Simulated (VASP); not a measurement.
Level of theory: optB86b-vdW, VASP's PBE PAW potentials (set 64) (plane waves; VASP).

Input for VASP

**INCAR**
```
# general
SYSTEM    =  PtAl2
PREC      =  Accurate
ENCUT     =  520
LREAL     =  .FALSE.
LASPH     =  .TRUE.

# electronic loop
EDIFF     =  1E-6
NELM      =  100
ALGO      =  Normal
LMAXMIX   =  6

# smearing
ISMEAR    =  1
SIGMA     =  0.1

# functional
GGA       =  MK
LUSE_VDW  =  .TRUE.
AGGAC     =  0.0
PARAM1    =  0.1234
PARAM2    =  1.0

# ions
IBRION    =  2
NSW       =  60
ISIF      =  3
EDIFFG    =  -0.02

# output
LWAVE     =  .FALSE.
LCHARG    =  .FALSE.
```

### KPOINTS
```
Automatic mesh
0
gamma
 8 8 8
```

POSCAR:
```
PtAl2
1
   -0.0000000000     2.9471084780     2.9471084780
    2.9471084780    -0.0000000000     2.9471084780
    2.9471084780     2.9471084780    -0.0000000000
Al Pt
2 1
Direct
  0.2500000000   0.2500000000   0.2500000000
  0.7500000000   0.7500000000   0.7500000000
  0.0000000000   0.0000000000   0.0000000000
```

POTCAR, in this order: Al Pt (PBE.64 set). Program: vasp_std.

Output of the run:

OSZICAR:
```
       N       E                     dE             d eps       ncg     rms          rms(c)
DAV:   1     0.559551785950E+02    0.55955E+02   -0.68561E+03   696   0.114E+03
DAV:   2    -0.100980707045E+02   -0.66053E+02   -0.58643E+02   796   0.187E+02
DAV:   3    -0.119787495162E+02   -0.18807E+01   -0.18315E+01   888   0.315E+01
DAV:   4    -0.119976140310E+02   -0.18865E-01   -0.18857E-01   800   0.359E+00
DAV:   5    -0.119978975487E+02   -0.28352E-03   -0.28351E-03   868   0.481E-01    0.872E+00
DAV:   6    -0.115629613774E+02    0.43494E+00   -0.23547E+00   788   0.152E+01    0.224E+00
DAV:   7    -0.114884381661E+02    0.74523E-01   -0.18918E-01   776   0.444E+00    0.171E+00
DAV:   8    -0.114617223341E+02    0.26716E-01   -0.32899E-02   816   0.189E+00    0.237E-01
DAV:   9    -0.114618766194E+02   -0.15429E-03   -0.18320E-03   808   0.419E-01    0.161E-01
DAV:  10    -0.114620385958E+02   -0.16198E-03   -0.35419E-04   764   0.167E-01    0.184E-02
DAV:  11    -0.114620358404E+02    0.27554E-05   -0.18851E-05   872   0.469E-02    0.912E-03
DAV:  12    -0.114620371223E+02   -0.12818E-05   -0.36271E-06   780   0.154E-02    0.229E-03
DAV:  13    -0.114620370056E+02    0.11664E-06   -0.74085E-07   472   0.888E-03
   1 F= -.11462037E+02 E0= -.11462305E+02  d E =-.114620E+02
       N       E                     dE             d eps       ncg     rms          rms(c)
DAV:   1    -0.115942836705E+02   -0.13225E+00   -0.19248E+00   772   0.147E+01    0.225E+00
DAV:   2    -0.114692110459E+02    0.12507E+00   -0.71081E-01   764   0.890E+00    0.662E-01
DAV:   3    -0.114619633481E+02    0.72477E-02   -0.31335E-02   740   0.190E+00    0.269E-01
DAV:   4    -0.114610828013E+02    0.88055E-03   -0.29397E-03   756   0.318E-01    0.729E-02
DAV:   5    -0.114610801051E+02    0.26962E-05   -0.39764E-04   812   0.202E-01    0.464E-02
DAV:   6    -0.114610788689E+02    0.12362E-05   -0.65576E-05   772   0.791E-02    0.102E-02
DAV:   7    -0.114610796128E+02   -0.74395E-06   -0.14091E-06   532   0.109E-02
   2 F= -.11461080E+02 E0= -.11461217E+02  d E =0.957393E-03
       N       E                     dE             d eps       ncg     rms          rms(c)
DAV:   1    -0.115038363506E+02   -0.42757E-01   -0.53513E-01   776   0.775E+00    0.125E+00
DAV:   2    -0.114689416647E+02    0.34895E-01   -0.21057E-01   768   0.476E+00    0.361E-01
DAV:   3    -0.114664194631E+02    0.25222E-02   -0.10338E-02   740   0.110E+00    0.100E-01
DAV:   4    -0.114661971791E+02    0.22228E-03   -0.10562E-03   748   0.197E-01    0.337E-02
DAV:   5    -0.114661872456E+02    0.99335E-05   -0.16446E-04   776   0.132E-01    0.223E-02
DAV:   6    -0.114661900172E+02   -0.27716E-05   -0.22713E-05   780   0.448E-02    0.333E-03
DAV:   7    -0.114661899153E+02    0.10185E-06   -0.74023E-07   436   0.871E-03
   3 F= -.11466190E+02 E0= -.11466401E+02  d E =-.415291E-02
```

File OUTCAR:
```
------------------------ aborting loop because EDIFF is reached ----------------------------------------
  FORCE on cell =-STRESS in cart. coord.  units (eV):
  Direction    XX          YY          ZZ          XY          YZ          ZX
  --------------------------------------------------------------------------------------
  Total        0.0013191      0.0013191      0.0013191      0.0000000      0.0000000      0.0000000
  in kB        0.0407166      0.0407166      0.0407166      0.0000000      0.0000000      0.0000000
  external PRESSURE =       0.0407166 kB  Pullay stress =       0.0000000 kB
  volume of cell :       51.91
      direct lattice vectors                 reciprocal lattice vectors
     0.000000000  2.960731952  2.960731952    -0.168877159  0.168877159  0.168877159
     2.960731952  0.000000000  2.960731952     0.168877159 -0.168877159  0.168877159
     2.960731952  2.960731952  0.000000000     0.168877159  0.168877159 -0.168877159
 POSITION                                       TOTAL-FORCE (eV/Angst)
 -----------------------------------------------------------------------------------
      1.48037      1.48037      1.48037        -0.000000     -0.000000      0.000000
      4.44110      4.44110      4.44110         0.000000      0.000000     -0.000000
      0.00000      0.00000      0.00000         0.000000      0.000000      0.000000
 -----------------------------------------------------------------------------------
    total drift:                                0.000000     -0.000000      0.000000
  FREE ENERGIE OF THE ION-ELECTRON SYSTEM (eV)
  ---------------------------------------------------
  free  energy   TOTEN  =       -11.4661899153 eV

  energy  without entropy=      -11.4668229485  energy(sigma->0) =      -11.46640093

 reached required accuracy - stopping structural energy minimisation
```
(Selected blocks of OUTCAR.)

### CONTCAR
```
PtAl2
   1.00000000000000
     0.0000000000000000    2.9607319523225870    2.9607319523225870
     2.9607319523225870    0.0000000000000000    2.9607319523225870
     2.9607319523225870    2.9607319523225870    0.0000000000000000
  Al              Pt
     2     1
Direct
     0.2500000000000000    0.2500000000000000    0.2500000000000000
     0.7500000000000000    0.7500000000000000    0.7500000000000000
     0.0000000000000000    0.0000000000000000    0.0000000000000000
```

The compound is PtAl2 in the fluorite structure. This run relaxes it. Symmetry was kept, so distortions that lower it aren't found. The start is the result of an earlier pass.
